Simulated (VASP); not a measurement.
Output of a VASP run:

OUTCAR:
```
 ion  position               nearest neighbor table
   1  0.000  0.000  0.250-   3 1.38   3 1.38   3 1.38
   2  0.000  0.000  0.750-   4 1.38   4 1.38   4 1.38
   3  0.333  0.667  0.250-   1 1.38   1 1.38   1 1.38
   4  0.667  0.333  0.750-   2 1.38   2 1.38   2 1.38
  LATTYP: Found a hexagonal cell.
 ALAT       =     2.3862118218
 C/A-ratio  =     2.1062598478
 Subroutine PRICEL returns:
 Original cell was already a primitive cell.
 Subroutine GETGRP returns: Found 24 space group operations
The static configuration has the point symmetry D_3d.
 The point group associated with its full space group is D_6h.
The dynamic configuration has the point symmetry D_3d.
 Subroutine INISYM returns: Found 24 space group operations
 Subroutine IBZKPT returns following result:
 Found     48 irreducible k-points:

 Following reciprocal coordinates:
            Coordinates               Weight
  0.000000  0.000000  0.000000      1.000000
  0.090909 -0.000000  0.000000      6.000000
  0.181818  0.000000  0.000000      6.000000
  0.272727  0.000000  0.000000      6.000000
  0.363636 -0.000000  0.000000      6.000000
  0.454545  0.000000  0.000000      6.000000
  0.090909  0.090909  0.000000      6.000000
  0.181818  0.090909  0.000000     12.000000
  0.272727  0.090909  0.000000     12.000000
  0.363636  0.090909  0.000000     12.000000
  0.454545  0.090909  0.000000      6.000000
  0.181818  0.181818  0.000000      6.000000
  0.272727  0.181818  0.000000     12.000000
  0.363636  0.181818  0.000000     12.000000
  0.272727  0.272727  0.000000      6.000000
  0.363636  0.272727  0.000000      6.000000
  0.000000  0.000000  0.200000      2.000000
  0.090909 -0.000000  0.200000     12.000000
  0.181818  0.000000  0.200000     12.000000
  0.272727  0.000000  0.200000     12.000000
  0.363636 -0.000000  0.200000     12.000000
  0.454545  0.000000  0.200000     12.000000
  0.090909  0.090909  0.200000     12.000000
  0.181818  0.090909  0.200000     24.000000
  0.272727  0.090909  0.200000     24.000000
  0.363636  0.090909  0.200000     24.000000
  0.454545  0.090909  0.200000     12.000000
  0.181818  0.181818  0.200000     12.000000
  0.272727  0.181818  0.200000     24.000000
  0.363636  0.181818  0.200000     24.000000
  0.272727  0.272727  0.200000     12.000000
  0.363636  0.272727  0.200000     12.000000
  0.000000  0.000000  0.400000      2.000000
  0.090909 -0.000000  0.400000     12.000000
  0.181818  0.000000  0.400000     12.000000
  0.272727  0.000000  0.400000     12.000000
  0.363636 -0.000000  0.400000     12.000000
  0.454545  0.000000  0.400000     12.000000
  0.090909  0.090909  0.400000     12.000000
  0.181818  0.090909  0.400000     24.000000
   k-points           NKPTS =     48   k-points in BZ     NKDIM =     48   number of bands    NBANDS=     12
   number of dos      NEDOS =    301   number of ions     NIONS =      4
   total plane-waves  NPLWV =  16800
   dimension x,y,z NGX =    20 NGY =   20 NGZ =   42
   dimension x,y,z NGXF=    40 NGYF=   40 NGZF=   84
   ions per type =               4
   PREC   = accura    normal or accurate (medium, high low for compatibility)
   ISTART =      0    job   : 0-new  1-cont  2-samecut
   ICHARG =      2    charge: 1-file 2-atom 10-const
   ISPIN  =      1    spin polarized calculation?
   LNONCOLLINEAR =      F non collinear calculations
   LSORBIT =      F    spin-orbit coupling
   INIWAV =      1    electr: 0-lowe 1-rand  2-diag
   ENCUT  =  620.0 eV  45.57 Ry    6.75 a.u.   4.84  4.84 10.20*2*pi/ulx,y,z
   NELM   =    100;   NELMIN=  2; NELMDL= -5     # of ELM steps
   EDIFF  = 0.1E-05   stopping-criterion for ELM
   LREAL  =      F    real-space projection
   NLSPLINE    = F    spline interpolate recip. space projectors
   LMAXMIX     =    2 max onsite mixed and CHGCAR
   VOSKOWN=      0    Vosko Wilk Nusair interpolation
...
```

**OSZICAR**
```
       N       E                     dE             d eps       ncg     rms          rms(c)
DAV:   1     0.430280717055E+02    0.43028E+02   -0.97142E+03  1152   0.148E+03
DAV:   2    -0.398223722267E+02   -0.82850E+02   -0.75890E+02  1604   0.249E+02
DAV:   3    -0.427439049338E+02   -0.29215E+01   -0.28982E+01  1488   0.461E+01
DAV:   4    -0.427678884092E+02   -0.23983E-01   -0.23968E-01  1380   0.505E+00
DAV:   5    -0.427682268652E+02   -0.33846E-03   -0.33841E-03  1452   0.571E-01    0.103E+01
DAV:   6    -0.403488839328E+02    0.24193E+01   -0.23367E+00  1268   0.114E+01    0.590E+00
DAV:   7    -0.396146011216E+02    0.73428E+00   -0.22264E+00  1360   0.113E+01    0.157E+00
DAV:   8    -0.396138622076E+02    0.73891E-03   -0.40999E-02  1340   0.165E+00    0.956E-02
DAV:   9    -0.396137087899E+02    0.15342E-03   -0.81759E-04  1420   0.247E-01    0.489E-02
DAV:  10    -0.396137132229E+02   -0.44330E-05   -0.37571E-05  1412   0.522E-02    0.131E-02
DAV:  11    -0.396137108571E+02    0.23658E-05   -0.67153E-06  1448   0.210E-02    0.265E-03
DAV:  12    -0.396137108508E+02    0.62714E-08   -0.11800E-07   896   0.362E-03
   1 F= -.32652710E+02 E0= -.32652710E+02  d E =-.326527E+02
```

**OUTCAR**
```
------------------------ aborting loop because EDIFF is reached ----------------------------------------
  FORCE on cell =-STRESS in cart. coord.  units (eV):
  Direction    XX          YY          ZZ          XY          YZ          ZX
  --------------------------------------------------------------------------------------
  Total        6.9195993      6.9195885      6.9533928      0.0000000      0.0000000     -0.0000000
  in kB      447.3235866    447.3228889    449.5081967      0.0000000      0.0000000     -0.0000000
  external PRESSURE =      -1.9484426 kB  Pullay stress =     450.0000000 kB
  volume of cell :       24.78
      direct lattice vectors                 reciprocal lattice vectors
     1.193106609 -2.066519654  0.000000000     0.419074034 -0.241952695  0.000000000
     1.193106609  2.066519654  0.000000000     0.419074034  0.241952695  0.000000000
     0.000000000  0.000000000  5.025982149     0.000000000  0.000000000  0.198966087
 POSITION                                       TOTAL-FORCE (eV/Angst)
 -----------------------------------------------------------------------------------
      0.00000      0.00000      1.25650        -0.000000     -0.000000     -0.000000
      0.00000      0.00000      3.76949         0.000000     -0.000000     -0.000000
      1.19311      0.68884      1.25650        -0.000000      0.000000     -0.000000
      1.19311     -0.68884      3.76949         0.000000     -0.000000      0.000000
 -----------------------------------------------------------------------------------
    total drift:                                0.000000     -0.000000      0.000000
  FREE ENERGIE OF THE ION-ELECTRON SYSTEM (eV)
  ---------------------------------------------------
  free  energy   TOTEN  =       -39.6137108508 eV

  energy  without entropy=      -39.6137108508  energy(sigma->0) =      -39.61371085
  enthalpy is  TOTEN    =       -32.6527104288 eV   P V=        6.9610004220

 reached required accuracy - stopping structural energy minimisation
```
(Selected blocks of OUTCAR.)

POSCAR:
```
C
1
    1.1931066088    -2.0665196536     0.0000000000
    1.1931066088     2.0665196536     0.0000000000
    0.0000000000     0.0000000000     5.0259821486
C
4
Direct
  0.0000000000   0.0000000000   0.2500000000
  0.0000000000   0.0000000000   0.7500000000
  0.3333330000   0.6666670000   0.2500000000
  0.6666670000   0.3333330000   0.7500000000
```

### Question
Write an INCAR and KPOINTS that could have produced this output.

### Answer
This is not unique; one that fits is the input of the run itself, LDA (Ceperley-Alder, Perdew-Zunger), plane waves, VASP's LDA PAW potentials (set 64).

KPOINTS:
```
Automatic
0
G
 11 11 5
```

### INCAR
```
ALGO = Normal
EDIFF = 1E-6
EDIFFG = -0.02
ENCUT = 620
IBRION = 2
ISIF = 3
ISMEAR = 0
LASPH = T
LCHARG = F
LREAL = F
LWAVE = F
NELM = 100
NSW = 40
PREC = Accurate
PSTRESS = 450
SIGMA = 0.05
SYSTEM = C
```

POTCAR, in this order: C (LDA.64 set). Program: vasp_std.

The compound is C in the graphite structure. It was relaxed first under an external pressure of 45 GPa.
